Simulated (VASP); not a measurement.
Here is the system:

```
BaTe
1.0
    0.00000     3.44116     3.44116
    3.44116     0.00000     3.44116
    3.44116     3.44116     0.00000
Ba Te
1 1
Direct
  0.00000   0.00000   0.00000
  0.50000   0.50000   0.50000
```

All values below come from PBE GGA with D3 dispersion (zero damping), VASP's PBE PAW potentials (set 64) (plane waves; VASP). Run with 520 eV cut-off, 7×7×7 Γ-centred mesh, Gaussian smearing of 0.050 eV, potentials Ba_sv Te.

Q: Estimate the energy per atom (σ→0), pressure.

A: 
```json
{
  "energy per atom (σ→0)": "-4.481 eV/atom",
  "pressure": "2.07 GPa"
}
```

The compound is BaTe in the rock salt structure. This cell is one point of a volume scan, at 0.94 of the reference volume.
